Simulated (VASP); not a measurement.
Here is the system:

```xyz
3
Lattice="1.9101 -3.3084 0.0000 1.9101 3.3084 0.0000 0.0000 0.0000 6.2174" Properties=species:S:1:pos:R:3 pbc="T T T"
Sn     1.9101    -3.3084     0.0000
Se     1.9101     1.1028     1.5774
Se     1.9101    -1.1028     4.6399
```

The numbers are results of PBE GGA with D3 dispersion (zero damping), VASP's PBE PAW potentials (set 64) (plane waves; VASP 6.6.1), not measurements. Numerical set-up: 520 eV cut-off, 7×7×4 Γ-centred mesh, Gaussian smearing of 0.050 eV, potentials Sn_d Se.

**Question.** The ions and cell shape at fixed volume are relaxed. Which structure does the run end with?

**Answer.** 
```xyz
3
Lattice="1.9271 -3.3378 0.0000 1.9271 3.3378 0.0000 0.0000 0.0000 6.1084" Properties=species:S:1:pos:R:3 pbc="T T T"
Sn     0.0000     0.0000     0.0000
Se     1.9271     1.1126     1.5931
Se     1.9271    -1.1126     4.5152
```
Space group P-3m1 (164), at a tolerance of 0.03 Å.

**Question.** How much energy does the relaxation gain?

**Answer.** The energy (σ→0) changes by -4.0 meV/atom, in 5 ionic steps.

```
step  E(σ→0) (eV)  max force (eV/Å)  pressure (GPa)  volume (Å³)
----  -----------  ----------------  --------------  -----------
1        -12.4953             0.278            1.90        78.58
2        -12.5011             0.146            1.43        78.58
3        -12.5036             0.024            0.82        78.58
4        -12.5065             0.015            0.61        78.58
5        -12.5075             0.006            0.39        78.58
```

The compound is SnSe2 in the 1T layered structure. This cell is one point of a volume scan, at 0.97 of the reference volume. Symmetry was kept, so distortions that lower it aren't found.
